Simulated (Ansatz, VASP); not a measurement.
# GaN in two plane-wave programs

Aim: how closely do two programs agree when they are given the same cell, functional and k mesh? The cell is taken from a series of runs on this material, whose earlier steps may have relaxed, scaled, displaced or heated it; both programs get it as it stands.

Program: Ansatz 0.2.0. Level of theory: plane waves, with VASP 6.6.1 beside it; zone-centre phonons at LDA. Results are calculated unless marked as measured.

**1. The starting structure**

Symmetry: P6_3mc, No. 186, hexagonal system. The conventional cell has a = 3.173 Å, b = 3.173 Å, c = 5.172 Å, α = 90.00°, β = 90.00°, γ = 120.00°. Nearest to N lie 4 Ga at 1.94 to 1.95 Å. Ga has 4 N at 1.94 to 1.95 Å nearest. Farther neighbours and most contacts between anions are not listed.

Structure file:

```
N Ga
1.0
     3.17260    0.00000    0.00000
    -1.58630    2.74755    0.00000
     0.00000    0.00000    5.17207
N Ga
2 2
Direct
  0.33333 0.66667 0.37574
  0.66667 0.33333 0.87574
  0.33333 0.66667 0.99926
  0.66667 0.33333 0.49926
```

**2. VASP: zone-centre phonons, LDA**

Second derivatives magnify differences that forces hide, and they need a tight electronic threshold.

Lines of VASP's logs that name or quote its potential files are left out, and so is its time.

The input, INCAR:

```
SYSTEM = GaN
PREC = Accurate
ENCUT = 600
EDIFF = 1E-08
NELM = 120
ISMEAR = 0
SIGMA = 0.01
LREAL = .FALSE.
ALGO = Normal
GGA = PW92
NBANDS = 24
LORBIT = 11
LWAVE = .FALSE.
LCHARG = .FALSE.
ISIF = 2
IBRION = 8
LEPSILON = .TRUE.
LASPH = .TRUE.
GGA_COMPAT = .FALSE.
EFERMI = MIDGAP
KPAR = 2
```

The input, POSCAR:

```
GaN
1.0
    3.1726015200      0.0000000000      0.0000000000
   -1.5863007600      2.7475535124      0.0000000000
    0.0000000000      0.0000000000      5.1720738400
N Ga
2 2
Direct
    0.3333333334      0.6666666668      0.3757405216
    0.6666666668      0.3333333334      0.8757405216
    0.3333333334      0.6666666668      0.9992594784
    0.6666666668      0.3333333334      0.4992594784
```

The input, KPOINTS:

```
Automatic mesh
0
Gamma
15 15 8
0 0 0
```

Potentials, in the order of the species: N and Ga_d (LDA family, release 64).

Started as:

```
mpirun -np 2 vasp_std
```

Numbers of over 12 decimals in the logs are rounded to 6 here.

Log:

```text
[banner, memory and clock lines left out]
running    2 mpi-ranks, on    1 nodes
 distrk:  each k-point on    1 cores,    2 groups
 distr:  one band on    1 cores,    1 groups

 POSCAR found type information on POSCAR N Ga
 POSCAR found :  2 types and       4 ions
|                                                                             |
|               ----> ADVICE to this user running VASP <----                  |
|                                                                             |
|     You enforced a specific xc type in the INCAR file but a different       |
|     [... a line on the potential file left out ...]
|     I HOPE YOU KNOW WHAT YOU ARE DOING!                                     |
|                                                                             |

 LDA part: xc-table for (Slater(with rela. corr.)+PW92), standard interpolation
 POSCAR, INCAR and KPOINTS ok, starting setup
 FFT: planning ... GRIDC
 FFT: planning ... GRID_SOFT
 FFT: planning ... GRID
 WAVECAR not read
 entering main loop
       N       E                     dE             d eps       ncg     rms          rms(c)
DAV:   1     0.285393036076E+03    0.28539E+03   -0.19885E+04  6992   0.307E+03
DAV:   2     0.351909740171E+01   -0.28187E+03   -0.26922E+03  7080   0.548E+02
DAV:   3    -0.309500091841E+02   -0.34469E+02   -0.34161E+02  7704   0.149E+02
DAV:   4    -0.320149166457E+02   -0.10649E+01   -0.10624E+01  8112   0.287E+01
DAV:   5    -0.320337771590E+02   -0.18861E-01   -0.18854E-01  7704   0.351E+00    0.107E+01
DAV:   6    -0.279450412296E+02    0.40887E+01   -0.12908E+01 11168   0.545E+01    0.312E+00
DAV:   7    -0.279815427303E+02   -0.36502E-01   -0.13646E+00  6976   0.913E+00    0.256E+00
DAV:   8    -0.279432899075E+02    0.38253E-01   -0.28428E-01 10944   0.610E+00    0.110E+00
DAV:   9    -0.279206520623E+02    0.22638E-01   -0.82936E-02 10896   0.457E+00    0.335E-01
DAV:  10    -0.279213894785E+02   -0.73742E-03   -0.57258E-03  7224   0.592E-01    0.128E-01
DAV:  11    -0.279211689815E+02    0.22050E-03   -0.12871E-03 10160   0.656E-01    0.476E-02
DAV:  12    -0.279211842220E+02   -0.15241E-04   -0.13623E-04  7000   0.775E-02    0.612E-02
DAV:  13    -0.279211841842E+02    0.37776E-07   -0.21062E-06 10048   0.155E-02    0.626E-02
DAV:  14    -0.279211728519E+02    0.11332E-04   -0.87861E-06 10816   0.382E-02    0.398E-02
DAV:  15    -0.279211702374E+02    0.26145E-05   -0.28372E-06 10104   0.136E-02    0.310E-02
DAV:  16    -0.279211675495E+02    0.26879E-05   -0.20890E-06 10952   0.157E-02    0.214E-02
DAV:  17    -0.279211657109E+02    0.18386E-05   -0.43710E-06 11064   0.224E-02    0.572E-03
DAV:  18    -0.279211656346E+02    0.76328E-07   -0.73434E-07 10040   0.631E-03    0.165E-03
DAV:  19    -0.279211656269E+02    0.76898E-08   -0.40656E-08  6280   0.161E-03
   1 F= -.27921166E+02 E0= -.27921166E+02  d E =0.000000E+00
 Linear response reoptimize wavefunctions to high precision
DAV:   1    -0.279211656222E+02    0.47630E-08   -0.19703E-08  8216   0.151E-03
DAV:   2    -0.279211656227E+02   -0.55661E-09   -0.56850E-09  4696   0.488E-04
DAV:   3    -0.279211656227E+02   -0.11823E-10   -0.10269E-10  3512   0.818E-05
 Linear response G [H, r] |phi>, progress :
  Direction:   1
       N       E                     dE             d eps       ncg     rms
RMM:   1    -0.898331576756E+02   -0.89833E+02    0.11086E+02  7745   0.345E+02
 LRF_COMMUTATOR internal error: the vector H(1)-e(1) S(1) |phi(0)> is not orthog
 onal to |phi(0)> (-1.009277072469630E-004,3.080868893334809E-015)
 LRF_COMMUTATOR internal error: the vector H(1)-e(1) S(1) |phi(0)> is not orthog
 onal to |phi(0)> (1.009277076873885E-004,-1.450228825916611E-015)
 LRF_COMMUTATOR internal error: the vector H(1)-e(1) S(1) |phi(0)> is not orthog
 onal to |phi(0)> (-1.045171391084593E-004,7.407269242420966E-015)
 LRF_COMMUTATOR internal error: the vector H(1)-e(1) S(1) |phi(0)> is not orthog
 onal to |phi(0)> (1.045171391151067E-004,-3.708838791638414E-015)
RMM:   2    -0.856868263283E+02    0.41463E+01   -0.25727E+02 11713   0.851E+01
 LRF_COMMUTATOR internal error: the vector H(1)-e(1) S(1) |phi(0)> is not orthog
 onal to |phi(0)> (-1.009277072346673E-004,3.337607967779377E-015)
 LRF_COMMUTATOR internal error: the vector H(1)-e(1) S(1) |phi(0)> is not orthog
 onal to |phi(0)> (1.009277076885230E-004,-2.203098814490545E-016)
 LRF_COMMUTATOR internal error: the vector H(1)-e(1) S(1) |phi(0)> is not orthog
 onal to |phi(0)> (-1.045171391118316E-004,6.965782117784869E-015)
 LRF_COMMUTATOR internal error: the vector H(1)-e(1) S(1) |phi(0)> is not orthog
 onal to |phi(0)> (1.045171391223232E-004,-2.570860191397628E-015)
RMM:   3    -0.888461659587E+02   -0.31593E+01   -0.21447E+01 13252   0.279E+01
RMM:   4    -0.890034799905E+02   -0.15731E+00   -0.18177E+00 13550   0.656E+00
[...]
RMM:  12    -0.611858118731E+00    0.29373E-07    0.13385E-07 29627   0.125E-04    0.320E-06
 change of polarisation eV/A/(eV/A) component  1 :     1.160    -0.049     0.000
 dielectric tensor                  component  1 :     5.657    -0.195     0.000
 Linear response to external field, progress :
  Direction:   2
       N       E                     dE             d eps       ncg     rms          rms(c)
RMM:   1    -0.853395656116E-01   -0.85340E-01    0.35505E+00 25630   0.947E+00
[...]
RMM:   3    -0.228703735330E+00   -0.12483E-02   -0.19059E-03 84780   0.311E-01    0.694E-02
RMM:   4    -0.229972177319E+00   -0.12684E-02   -0.50608E-04 82883   0.137E-01    0.161E-02
RMM:   5    -0.229970836355E+00    0.13410E-05   -0.19439E-05 85137   0.309E-02    0.811E-03
RMM:   6    -0.229938327175E+00    0.32509E-04   -0.21225E-06 84658   0.109E-02    0.110E-03
RMM:   7    -0.229942937028E+00   -0.46099E-05   -0.11647E-07 87170   0.272E-03    0.755E-04
RMM:   8    -0.229941459762E+00    0.14773E-05   -0.19626E-08 84817   0.892E-04    0.761E-05
RMM:   9    -0.229941388058E+00    0.71704E-07    0.58928E-08 88548   0.275E-04    0.352E-05
RMM:  10    -0.229941124660E+00    0.26340E-06   -0.72956E-09 88282   0.902E-05    0.375E-06
RMM:  11    -0.229941129668E+00   -0.50082E-08   -0.17000E-08 90588   0.372E-05    0.152E-06
 first order change of Fermi-energy   0.20941E+00
 force on displaced ion       1 direction 1 : -13.561   0.001  -0.000
 Born effective charge ion    1 direction 1 :  -2.588  -0.000  -0.000
 Linear response progress:
  Degree of freedom:   2/  4
       N       E                     dE             d eps       ncg     rms          rms(c)
RMM:   1    -0.249752495211E+00   -0.24975E+00    0.14254E-01 23951   0.340E+00
RMM:   2    -0.242688359624E+00    0.70641E-02   -0.16203E-02 15483   0.115E+00    0.140E-01
RMM:   3    -0.243305639069E+00   -0.61728E-03   -0.30618E-03 16511   0.413E-01    0.656E-02
RMM:   4    -0.244181370935E+00   -0.87573E-03   -0.57559E-04 17754   0.170E-01    0.184E-02
RMM:   5    -0.244307747123E+00   -0.12638E-03   -0.57696E-05 17791   0.454E-02    0.802E-03
RMM:   6    -0.244357664494E+00   -0.49917E-04   -0.26392E-07 17939   0.160E-02    0.181E-03
RMM:   7    -0.244359251484E+00   -0.15870E-05   -0.20312E-06 16888   0.628E-03    0.761E-04
RMM:   8    -0.244354298897E+00    0.49526E-05    0.18517E-07 17948   0.220E-03    0.242E-04
RMM:   9    -0.244354230460E+00    0.68437E-07   -0.15703E-07 17708   0.815E-04    0.703E-05
RMM:  10    -0.244354217942E+00    0.12518E-07    0.11043E-08 18943   0.256E-04    0.120E-05
RMM:  11    -0.244354277268E+00   -0.59327E-07   -0.68393E-08 18630   0.784E-05    0.387E-06
RMM:  12    -0.244354274873E+00    0.23958E-08   -0.23015E-09 18544   0.360E-05    0.165E-06
 first order change of Fermi-energy  -0.20562E+00
 force on displaced ion       1 direction 3 :   0.000  -0.000 -17.962
 Born effective charge ion    1 direction 3 :   0.000  -0.000  -2.725
 Linear response progress:
  Degree of freedom:   3/  4
       N       E                     dE             d eps       ncg     rms          rms(c)
RMM:   1    -0.164552998888E+00   -0.16455E+00    0.25965E-01 58174   0.822E+00
RMM:   2    -0.162074137797E+00    0.24789E-02   -0.47973E-02 82653   0.161E+00    0.565E-02
RMM:   3    -0.162031516429E+00    0.42621E-04   -0.32494E-03 86256   0.395E-01    0.343E-02
RMM:   4    -0.161681654007E+00    0.34986E-03   -0.34203E-04 88905   0.126E-01    0.477E-03
RMM:   5    -0.161660458528E+00    0.21195E-04   -0.11167E-04 91564   0.411E-02    0.224E-03
RMM:   6    -0.161645994213E+00    0.14464E-04   -0.46213E-05 91811   0.157E-02    0.548E-04
RMM:   7    -0.161642945093E+00    0.30491E-05   -0.12919E-05 93494   0.650E-03    0.290E-04
RMM:   8    -0.161641808171E+00    0.11369E-05   -0.83116E-06 92682   0.290E-03    0.284E-05
RMM:   9    -0.161641289545E+00    0.51863E-06   -0.29379E-06 94009   0.140E-03    0.190E-05
RMM:  10    -0.161640896403E+00    0.39314E-06    0.10388E-07 93228   0.726E-04    0.671E-06
RMM:  11    -0.161640890501E+00    0.59023E-08   -0.28453E-07 94472   0.403E-04    0.288E-06
RMM:  12    -0.161640807207E+00    0.83294E-07    0.31736E-07 93565   0.236E-04    0.194E-06
RMM:  13    -0.161640797817E+00    0.93906E-08    0.90575E-08 93325   0.146E-04    0.134E-06
 first order change of Fermi-energy   0.35250E+00
 force on displaced ion       3 direction 1 : -13.360   0.000   0.000
 Born effective charge ion    3 direction 1 :   2.588  -0.000   0.000
 Linear response progress:
  Degree of freedom:   4/  4
       N       E                     dE             d eps       ncg     rms          rms(c)
RMM:   1    -0.179617714012E+00   -0.17962E+00    0.28277E-01 12415   0.839E+00
RMM:   2    -0.176058719660E+00    0.35590E-02   -0.60877E-02 17139   0.164E+00    0.903E-02
RMM:   3    -0.174464526980E+00    0.15942E-02   -0.22896E-03 18320   0.419E-01    0.429E-02
RMM:   4    -0.174128208601E+00    0.33632E-03    0.40401E-04 18698   0.133E-01    0.220E-02
RMM:   5    -0.173958425897E+00    0.16978E-03    0.41359E-04 18681   0.594E-02    0.477E-03
RMM:   6    -0.173984724993E+00   -0.26299E-04    0.21561E-04 18280   0.206E-02    0.271E-03
RMM:   7    -0.174016376343E+00   -0.31651E-04   -0.21794E-05 19283   0.747E-03    0.733E-04
RMM:   8    -0.174017517875E+00   -0.11415E-05   -0.93054E-06 18172   0.305E-03    0.125E-04
RMM:   9    -0.174016297665E+00    0.12202E-05    0.52979E-06 19997   0.129E-03    0.526E-05
RMM:  10    -0.174016297529E+00    0.13624E-09    0.47884E-06 18594   0.514E-04    0.178E-05
RMM:  11    -0.174016462528E+00   -0.16500E-06    0.24698E-06 19514   0.259E-04    0.620E-06
RMM:  12    -0.174016539020E+00   -0.76492E-07    0.14605E-06 18454   0.140E-04    0.231E-06
RMM:  13    -0.174016531469E+00    0.75514E-08    0.14789E-06 19652   0.807E-05    0.105E-06
RMM:  14    -0.174016545288E+00   -0.13820E-07    0.13437E-06 19135   0.496E-05    0.587E-07
RMM:  15    -0.174016623384E+00   -0.78095E-07    0.56450E-07 17494   0.338E-05    0.280E-07
RMM:  16    -0.174016632050E+00   -0.86659E-08    0.47682E-07 15070   0.250E-05    0.160E-07
RMM:  17    -0.174016641570E+00   -0.95199E-08    0.37821E-07 11714   0.199E-05    0.280E-07
RMM:  18    -0.174016645569E+00   -0.39998E-08    0.33681E-07 10256   0.170E-05    0.315E-07
RMM:  19    -0.174016659449E+00   -0.13879E-07    0.19012E-07  9551   0.152E-05    0.260E-07
RMM:  20    -0.174016658634E+00    0.81507E-09    0.20183E-07  8934   0.140E-05    0.474E-07
RMM:  21    -0.174016664020E+00   -0.53868E-08    0.14550E-07  8381   0.133E-05    0.543E-07
RMM:  22    -0.174016664722E+00   -0.70184E-09    0.13795E-07  7735   0.128E-05    0.562E-07
RMM:  23    -0.174016669574E+00   -0.48517E-08    0.87384E-08  7349   0.124E-05    0.564E-07
 first order change of Fermi-energy   0.20544E+00
 force on displaced ion       3 direction 3 :  -0.000  -0.000 -20.098
 Born effective charge ion    3 direction 3 :   0.000   0.000   2.725
 Born effective charges drift removed
 Linear response finished
```

(Continued in part 2 of 3.)

[Lines on the potential files, build, host, timing and source positions are cut from VASP's logs without a mark.]

[Logs are printed without paths, hosts, clocks, repeated set-up lines and the standing remarks that a program may print on its own settings, such as how far it seeks lower states.]

[Hosts, paths, dates, database ids (printed as entryN), source tags and the programs' standing remarks are cut or masked in the printed files.]
